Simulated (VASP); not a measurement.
# Ca3ZrN3 (Pm-3m) in VASP: phonons with PBE

Aim: the phonons of Ca3ZrN3 with PBE.

All numbers are computed with VASP 6.6.1; they aren't measurements. Logs are shortened: lines on timing, memory, paths and dates and some standing lists are left out, and cuts for length are marked.

## Step 1: The crystal as given

Symmetry: Pm-3m, No. 221, cubic system. The conventional cell has a = 4.800 Å, b = 4.800 Å, c = 4.800 Å, α = 90.00°, β = 90.00°, γ = 90.00°. Around Ca (site symmetry 4/mmm) lie 4 N at 2.40 Å. Zr (site symmetry m-3m) has 6 N at 2.40 Å as nearest neighbours. N (site symmetry 4/mmm) is surrounded by 4 Ca at 2.40 Å and 2 Zr at 2.40 Å.

The cell was built by a generator and needn't be a form met in nature.

## Step 2: Phonons, PBE

POSCAR reads:

```
Ca3ZrN3
1.0
    4.8001500000      0.0000000000      0.0000000000
    0.0000000000      4.8001500000      0.0000000000
    0.0000000000      0.0000000000      4.8001500000
Ca Zr N
3 1 3
Direct
    0.0000000000      0.5000000000      0.5000000000
    0.5000000000      0.0000000000      0.5000000000
    0.5000000000      0.5000000000      0.0000000000
    0.0000000000      0.0000000000      0.0000000000
    0.5000000000      0.0000000000      0.0000000000
    0.0000000000      0.5000000000      0.0000000000
    0.0000000000      0.0000000000      0.5000000000
```

INCAR.step1 reads:

```
SYSTEM = Ca3ZrN3
PREC = Accurate
ENCUT = 520
EDIFF = 1E-8
ISMEAR = 0
SIGMA = 0.1
LREAL = .False.
LASPH = .True.
NELM = 80
ALGO = Normal
ISIF = 3
LWAVE = .False.
LCHARG = .False.
GGA = PE
KPAR = 2
IBRION = 2
NSW = 40
EDIFFG = -0.002
```

INCAR.step2 reads:

```
SYSTEM = Ca3ZrN3
PREC = Accurate
ENCUT = 520
EDIFF = 1E-8
ISMEAR = 0
SIGMA = 0.1
LREAL = .False.
LASPH = .True.
NELM = 80
ALGO = Normal
ISIF = 2
LWAVE = .False.
LCHARG = .False.
GGA = PE
KPAR = 2
IBRION = 6
NFREE = 2
POTIM = 0.015
NSW = 1
```

KPOINTS reads:

```
Automatic mesh
0
Gamma
  6 6 6
  0 0 0
```

Potentials or basis: VASP PAW PBE potentials, release 64 (Ca_sv, Zr_sv, N).

Started as:

```console
$ cat potpaw_PBE.64/Ca_sv/POTCAR potpaw_PBE.64/Zr_sv/POTCAR potpaw_PBE.64/N/POTCAR > POTCAR
$ cp INCAR.step1 INCAR
$ mpirun -np 2 vasp_std > vasp.out
$ cp CONTCAR POSCAR
$ cp INCAR.step2 INCAR
$ mpirun -np 2 vasp_std > vasp.out
```

OUTCAR:

```text
SYSTEM = Ca3ZrN3
   PREC = Accurate
   ENCUT = 520
   EDIFF = 1E-8
   ISMEAR = 0
   LREAL = .False.
   LASPH = .True.
   NELM = 80
   ISIF = 2
   GGA = PE
   IBRION = 6
   NFREE = 2
   POTIM = 0.015
   NSW = 1

 ion  position               nearest neighbor table
   1  0.000  0.500  0.500-   6 2.40   7 2.40   6 2.40   7 2.40   4 3.39   4 3.39   4 3.39   4 3.39

   2  0.500  0.000  0.500-   5 2.40   7 2.40   5 2.40   7 2.40   4 3.39   4 3.39   4 3.39   4 3.39

   3  0.500  0.500  0.000-   5 2.40   6 2.40   5 2.40   6 2.40   4 3.39   4 3.39   4 3.39   4 3.39

   4  0.000  0.000  0.000-   5 2.40   6 2.40   7 2.40   7 2.40   6 2.40   5 2.40   1 3.39   2 3.39
                             1 3.39   1 3.39   3 3.39   2 3.39   1 3.39   2 3.39   3 3.39   3 3.39
   5  0.500  0.000  0.000-   2 2.40   3 2.40   4 2.40   2 2.40   3 2.40   4 2.40
   6  0.000  0.500  0.000-   1 2.40   3 2.40   4 2.40   1 2.40   4 2.40   3 2.40
   7  0.000  0.000  0.500-   1 2.40   2 2.40   4 2.40   4 2.40   1 2.40   2 2.40

  LATTYP: Found a simple cubic cell.
 ALAT       =     4.8001500000

  Lattice vectors:

 A1 = (   4.8001500000,   0.0000000000,   0.0000000000)
 A2 = (   0.0000000000,   4.8001500000,   0.0000000000)
 A3 = (   0.0000000000,   0.0000000000,   4.8001500000)

Analysis of symmetry for initial positions (statically):
=====================================================================
 Subroutine PRICEL returns:
 Original cell was already a primitive cell.

 Routine SETGRP: Setting up the symmetry group for a
 simple cubic supercell.

 Subroutine GETGRP returns: Found 48 space group operations
 (whereof 48 operations were pure point group operations)
 out of a pool of 48 trial point group operations.

The static configuration has the point symmetry O_h .

Analysis of symmetry for dynamics (positions and initial velocities):
=====================================================================
 Subroutine PRICEL returns:
 Original cell was already a primitive cell.

 Routine SETGRP: Setting up the symmetry group for a
 simple cubic supercell.

 Subroutine GETGRP returns: Found 48 space group operations
 (whereof 48 operations were pure point group operations)
 out of a pool of 48 trial point group operations.

The dynamic configuration has the point symmetry O_h .

 Subroutine INISYM returns: Found 48 space group operations
 (whereof 48 operations are pure point group operations),
 and found     1 'primitive' translations

----------------------------------------------------------------------------------------

                                     Primitive cell

  volume of cell :     110.6024

  direct lattice vectors                    reciprocal lattice vectors
     4.800150000  0.000000000  0.000000000     0.208326823  0.000000000  0.000000000
     0.000000000  4.800150000  0.000000000     0.000000000  0.208326823  0.000000000
     0.000000000  0.000000000  4.800150000     0.000000000  0.000000000  0.208326823

  length of vectors
     4.800150000  4.800150000  4.800150000     0.208326823  0.208326823  0.208326823

  position of ions in fractional coordinates (direct lattice)
     0.000000000  0.500000000  0.500000000
     0.500000000  0.000000000  0.500000000
     0.500000000  0.500000000  0.000000000
     0.000000000  0.000000000  0.000000000
     0.500000000  0.000000000  0.000000000
     0.000000000  0.500000000  0.000000000
     0.000000000  0.000000000  0.500000000

  ion indices of the primitive-cell ions
   primitive index   ion index
                 1           1
                 2           2
                 3           3
                 4           4
                 5           5
                 6           6
[... 95 lines left out ...]
   AEXX    =    0.0000 exact exchange contribution
   IVDW    =     0    specifies the selected vdW correction
   LEPSILON=     F    determine dielectric tensor
   LRPA    =     F    only Hartree local field effects (RPA)
 finite differences with symmetry
 non-spin polarized calculation
 Gauss-broadening in eV      SIGMA  =   0.10
  energy-cutoff  :      520.00
  volume of cell :      110.60
 maximum number of plane-waves:      3016
 NGX is ok and might be reduce to    36
   NGX = 17   NGY = 17   NGZ = 17

--------------------------------------- Ionic step        1  -------------------------------------------

 number of electron      56.9999976 magnetization

 Free energy of the ion-electron system (eV)
  ---------------------------------------------------
  ext. energy  EPLUGINS =         0.00000000
  ---------------------------------------------------
  free energy    TOTEN  =       -46.36207334 eV

  energy without entropy =      -46.35288768  energy(sigma->0) =      -46.35748051

------------------------ aborting loop because EDIFF is reached ----------------------------------------

  FORCE on cell =-STRESS in cart. coord.  units (eV):
  Direction    XX          YY          ZZ          XY          YZ          ZX
  --------------------------------------------------------------------------------------
  -------------------------------------------------------------------------------------
  Total       -0.0004345     -0.0004345     -0.0004345      0.0000000     -0.0000000      0.0000000
  in kB       -0.0062934     -0.0062934     -0.0062934      0.0000000     -0.0000000      0.0000000
  external PRESSURE =      -0.0062934 kB  Pullay stress =       0.0000000 kB
[... 104 lines left out ...]
  FREE ENERGIE OF THE ION-ELECTRON SYSTEM (eV)
  ---------------------------------------------------
  free  energy   TOTEN  =       -46.3614902203 eV

  energy  without entropy=      -46.3523043735  energy(sigma->0) =      -46.35689730

[... ionic steps 4 to 8 ...]

--------------------------------------- Ionic step        9  -------------------------------------------

 number of electron      56.9999977 magnetization

------------------------ aborting loop because EDIFF is reached ----------------------------------------
[... 77 lines left out ...]
--------------------------------------- Ionic step       11  -------------------------------------------

 number of electron      56.9999977 magnetization

 Free energy of the ion-electron system (eV)
  ---------------------------------------------------
  ext. energy  EPLUGINS =         0.00000000
  ---------------------------------------------------
  free energy    TOTEN  =       -46.36122641 eV

  energy without entropy =      -46.35203804  energy(sigma->0) =      -46.35663222

 E-fermi :   5.3941     XC(G=0): -10.5337

 val. band max:        5.3802849769   @ k =   0.0000   0.0000   0.0000
 cond. band min:       5.4059087317   @ k =   0.0000   0.3333   0.3333
 fundamental gap:      0.0256237548
 Fermi energy:         5.3941405128

 k-point     1 :       0.0000    0.0000    0.0000
  band No.  band energies     occupation
      1     -43.8475      2.00000
      2     -34.1635      2.00000
      3     -34.0651      2.00000
      4     -34.0647      2.00000
      5     -21.8404      2.00000
      6     -21.8404      2.00000
[... 877 lines left out ...]
     33       7.9739      0.00000
     34       8.9619      0.00000

 [... further k-points ...]

------------------------ aborting loop because EDIFF is reached ----------------------------------------

  FORCE on cell =-STRESS in cart. coord.  units (eV):
  Direction    XX          YY          ZZ          XY          YZ          ZX
  --------------------------------------------------------------------------------------
  -------------------------------------------------------------------------------------
  Total       -0.0001213      0.0058348     -0.0017264      0.0000000      0.0000000      0.0000000
  in kB       -0.0017576      0.0845227     -0.0250081      0.0000000      0.0000000      0.0000000
  external PRESSURE =       0.0192523 kB  Pullay stress =       0.0000000 kB
[... 22 lines left out ...]
  FREE ENERGIE OF THE ION-ELECTRON SYSTEM (eV)
  ---------------------------------------------------
  free  energy   TOTEN  =       -46.3612264129 eV

  energy  without entropy=      -46.3520380355  energy(sigma->0) =      -46.35663222

 INTERNAL STRAIN TENSORS FROM DISPLACED ATOMS
 ============================================

 INTERNAL STRAIN TENSOR FOR ION    1 for displacements in x,y,z  (eV/Angst):
          X           Y           Z          XY          YZ          ZX
  --------------------------------------------------------------------------------
  x     0.00000     0.00000     0.00000     0.00000     0.00000     0.00000
  y     0.00000     0.00000     0.00000     0.00000     0.00000     0.00000
  z     0.00000     0.00000     0.00000     0.00000     0.00000     0.00000

 INTERNAL STRAIN TENSOR FOR ION    7 for displacements in x,y,z  (eV/Angst):
          X           Y           Z          XY          YZ          ZX
  --------------------------------------------------------------------------------
  x     0.00000     0.00000     0.00000     0.00000     0.00000     0.00000
  y     0.00000     0.00000     0.00000     0.00000     0.00000     0.00000
  z     0.00000     0.00000     0.00000     0.00000     0.00000     0.00000

 Eigenvectors and eigenvalues of the dynamical matrix
 ----------------------------------------------------

   1 f  =   13.445649 THz    84.481503 2PiTHz  448.498568 cm-1    55.606710 meV
             X         Y         Z           dx          dy          dz
      0.000000  2.400075  2.400075    -0.000736   -0.094710   -0.017628
      2.400075  0.000000  2.400075    -0.001215   -0.057356   -0.017628
      2.400075  2.400075  0.000000    -0.001215   -0.094710   -0.010675
      0.000000  0.000000  0.000000    -0.002598   -0.202500   -0.037690
      2.400075  0.000000  0.000000    -0.004208    0.631088    0.117460
      0.000000  2.400075  0.000000     0.008097   -0.327999    0.117460
      0.000000  0.000000  2.400075     0.008097    0.631088   -0.061048
[... 191 lines left out ...]
  21 f/i=    8.505060 THz    53.438870 2PiTHz  283.698275 cm-1    35.174087 meV
             X         Y         Z           dx          dy          dz
      0.000000  2.400075  2.400075     0.006034   -0.047734   -0.001229
      2.400075  0.000000  2.400075     0.023896   -0.012054   -0.001229
      2.400075  2.400075  0.000000     0.023896   -0.047734   -0.000310
      0.000000  0.000000  0.000000    -0.230702    0.460844    0.011861
      2.400075  0.000000  0.000000     0.371294   -0.126515   -0.003256
      0.000000  2.400075  0.000000     0.063334   -0.741685   -0.003256
      0.000000  0.000000  2.400075     0.063334   -0.126515   -0.019089

 ELASTIC MODULI CONTR FROM IONIC RELAXATION (kBar)
 Direction    XX          YY          ZZ          XY          YZ          ZX
 --------------------------------------------------------------------------------
 XX           0.0000      0.0000      0.0000      0.0000      0.0000      0.0000
 YY           0.0000      0.0000      0.0000      0.0000      0.0000      0.0000
 ZZ           0.0000      0.0000      0.0000      0.0000      0.0000      0.0000
 XY           0.0000      0.0000      0.0000      0.0000      0.0000      0.0000
 YZ           0.0000      0.0000      0.0000      0.0000      0.0000      0.0000
 ZX           0.0000      0.0000      0.0000      0.0000      0.0000      0.0000
 --------------------------------------------------------------------------------
```

It took 8.4 min on 2 MPI ranks of Intel Xeon Platinum 8488C (Sapphire Rapids), shared host; peak memory 0.45 GiB.

What came out:

```yaml
Highest_phonon_frequency_at_Γ_LO-TO_splitting_left_out: 448 cm⁻¹
Most_unstable_mode: 284i cm⁻¹
```

Phonon frequencies in cm⁻¹ (negative: imaginary):
| q point | frequencies |
| --- | --- |
| (0.000, 0.000, 0.000) | -284 -284 -284 0 0 0 182 182 182 212 212 212 318 318 318 383 383 383 448 448 448 |

Caveat: some modes are imaginary.
